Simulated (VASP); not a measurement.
All values below come from vdW-DF-cx, VASP's PBE PAW potentials (set 64) (plane waves; VASP 6.6.1).

The input files of a VASP run:

### POSCAR
```
Fe
1
   -1.3673555115     1.3673555115     1.3673555115
    1.3673555115    -1.3673555115     1.3673555115
    1.3673555115     1.3673555115    -1.3673555115
Fe
1
Direct
  0.0000000000   0.0000000000   0.0000000000
```

### KPOINTS
```
kpoints
0
Gamma
 18 18 18
0 0 0
```

INCAR:
```
AGGAC = 0.0
ALGO = Normal
EDIFF = 1E-7
ENCUT = 520
GGA = CX
ISIF = 2
ISMEAR = 1
ISPIN = 2
LASPH = .TRUE.
LCHARG = .FALSE.
LMAXMIX = 4
LORBIT = 10
LREAL = .FALSE.
LUSE_VDW = .TRUE.
LWAVE = .FALSE.
MAGMOM = 2.1
NELM = 100
PREC = Accurate
SIGMA = 0.1
SYSTEM = Fe
```

POTCAR, in this order: Fe (PBE.64 set). Program: vasp_std.

Output of the run:

**OUTCAR**
```
 ion  position               nearest neighbor table
   1  0.000  0.000  0.000-
  LATTYP: Found a body centered cubic cell.
 ALAT       =     2.7347110230
 Subroutine PRICEL returns:
 Original cell was already a primitive cell.
 Subroutine GETGRP returns: Found 48 space group operations
The static configuration has the point symmetry O_h .
The dynamic configuration has the point symmetry O_h .
The overall configuration has the point symmetry O_h .
 Subroutine INISYM returns: Found 48 space group operations
 Subroutine IBZKPT returns following result:
 Found    195 irreducible k-points:

 Following reciprocal coordinates:
            Coordinates               Weight
  0.000000  0.000000  0.000000      1.000000
  0.055556  0.000000  0.000000     12.000000
  0.111111  0.000000  0.000000     12.000000
  0.166667  0.000000  0.000000     12.000000
  0.222222  0.000000  0.000000     12.000000
  0.277778  0.000000  0.000000     12.000000
  0.333333  0.000000  0.000000     12.000000
  0.388889  0.000000  0.000000     12.000000
  0.444444  0.000000  0.000000     12.000000
  0.500000  0.000000  0.000000      6.000000
  0.055556  0.055556  0.000000     24.000000
  0.111111  0.055556  0.000000     48.000000
  0.166667  0.055556  0.000000     48.000000
  0.222222  0.055556  0.000000     48.000000
  0.277778  0.055556  0.000000     48.000000
  0.333333  0.055556 -0.000000     48.000000
  0.388889  0.055556  0.000000     48.000000
  0.444444  0.055556  0.000000     48.000000
  0.111111  0.111111  0.000000     24.000000
  0.166667  0.111111  0.000000     48.000000
  0.222222  0.111111  0.000000     48.000000
  0.277778  0.111111 -0.000000     48.000000
  0.333333  0.111111  0.000000     48.000000
  0.388889  0.111111  0.000000     48.000000
...
```

OSZICAR:
```
       N       E                     dE             d eps       ncg     rms          rms(c)
DAV:   1     0.175142032049E+02    0.17514E+02   -0.41576E+03  7300   0.112E+03
DAV:   2    -0.685460082895E+01   -0.24369E+02   -0.23063E+02  7098   0.131E+02
DAV:   3    -0.714563525749E+01   -0.29103E+00   -0.29036E+00  7820   0.196E+01
DAV:   4    -0.714695466693E+01   -0.13194E-02   -0.13193E-02  7661   0.121E+00
DAV:   5    -0.714696621247E+01   -0.11546E-04   -0.11546E-04  7527   0.103E-01    0.129E+01
DAV:   6    -0.614385828766E+01    0.10031E+01   -0.10819E+01  7422   0.547E+01    0.421E+00
DAV:   7    -0.610427138827E+01    0.39587E-01   -0.42508E-01  7436   0.108E+01    0.293E+00
DAV:   8    -0.609500327905E+01    0.92681E-02   -0.54832E-03  8741   0.622E-01    0.152E+00
DAV:   9    -0.608696090940E+01    0.80424E-02   -0.53795E-03  8948   0.604E-01    0.348E-01
DAV:  10    -0.608718466797E+01   -0.22376E-03   -0.84774E-04  8212   0.351E-01    0.143E-01
DAV:  11    -0.608717642949E+01    0.82385E-05   -0.13406E-04  7400   0.178E-01    0.325E-02
DAV:  12    -0.608717703781E+01   -0.60831E-06   -0.41702E-06  7454   0.322E-02    0.103E-02
DAV:  13    -0.608717775310E+01   -0.71529E-06   -0.79927E-07  7985   0.815E-03    0.346E-03
DAV:  14    -0.608717756921E+01    0.18389E-06   -0.87429E-08  3609   0.489E-03    0.762E-04
DAV:  15    -0.608717757580E+01   -0.65920E-08   -0.62763E-09  3539   0.892E-04
   1 F= -.60871776E+01 E0= -.60872332E+01  d E =0.166870E-03  mag=     2.0079
```

OUTCAR:
```
------------------------ aborting loop because EDIFF is reached ----------------------------------------
  FORCE on cell =-STRESS in cart. coord.  units (eV):
  Direction    XX          YY          ZZ          XY          YZ          ZX
  --------------------------------------------------------------------------------------
  Total        1.0258799      1.0258799      1.0258799      0.0000000      0.0000000      0.0000000
  in kB      160.7321533    160.7321533    160.7321533      0.0000000      0.0000000      0.0000000
  external PRESSURE =     160.7321533 kB  Pullay stress =       0.0000000 kB
  volume of cell :       10.23
      direct lattice vectors                 reciprocal lattice vectors
    -1.367355512  1.367355512  1.367355512     0.000000000  0.365669349  0.365669349
     1.367355512 -1.367355512  1.367355512     0.365669349  0.000000000  0.365669349
     1.367355512  1.367355512 -1.367355512     0.365669349  0.365669349  0.000000000
 POSITION                                       TOTAL-FORCE (eV/Angst)
 -----------------------------------------------------------------------------------
      0.00000      0.00000      0.00000         0.000000      0.000000      0.000000
 -----------------------------------------------------------------------------------
    total drift:                                0.000000      0.000000      0.000000
  FREE ENERGIE OF THE ION-ELECTRON SYSTEM (eV)
  ---------------------------------------------------
  free  energy   TOTEN  =        -6.0871775758 eV

  energy  without entropy=       -6.0873444462  energy(sigma->0) =       -6.08723320

 total charge

# of ion       s       p       d       tot
------------------------------------------
    1        0.537   0.641   6.340   7.518

 magnetization (x)

# of ion       s       p       d       tot
------------------------------------------
    1       -0.011  -0.044   2.032   1.977
```
(Selected blocks of OUTCAR.)

OUTCAR:
```
 val. band max:        6.8984460122   @ k =  -0.4444  -0.4444   0.2778

 cond. band min:       6.9154528801   @ k =  -0.3889   0.4444   0.0556


 Fermi energy:         6.9153867383

 spin component 1

 k-point     1 :       0.0000    0.0000    0.0000
  band No.  band energies     occupation
      1      -2.2888      1.00000
      2       4.3323      1.00000
      3       4.3323      1.00000
      4       4.3323      1.00000
      5       5.8375      1.00000
      6       5.8375      1.00000
      7      32.8422      0.00000
      8      32.8422      0.00000
      9      32.8422      0.00000

 k-point     2 :       0.0556    0.0000    0.0000
  band No.  band energies     occupation
      1      -2.1494      1.00000
      2       4.2903      1.00000
      3       4.3288      1.00000
      4       4.4131      1.00000
      5       5.7942      1.00000
      6       5.8409      1.00000
      7      32.0410      0.00000
      8      32.6770      0.00000
      9      32.7901      0.00000

 k-point     3 :       0.1111    0.0000    0.0000
  band No.  band energies     occupation
      1      -1.7409      1.00000
      2       4.1706      1.00000
      3       4.3060      1.00000
      4       4.6496      1.00000
      5       5.6935      1.00000
      6       5.8519      1.00000
      7      30.1539      0.00000
      8      32.0756      0.00000
      9      32.6560      0.00000

 k-point     4 :       0.1667    0.0000    0.0000
  band No.  band energies     occupation
      1      -1.0968      1.00000
      2       3.9907      1.00000
      3       4.2415      1.00000
      4       5.0237      1.00000
      5       5.6085      1.00000
      6       5.8723      1.00000
      7      27.7600      0.00000
      8      31.0208      0.00000
      9      32.4859      0.00000

 k-point     5 :       0.2222    0.0000    0.0000
  band No.  band energies     occupation
      1      -0.2918      1.00000
...
```

The compound is Fe in the bcc structure. This cell is one point of a volume scan, at 0.94 of the reference volume.
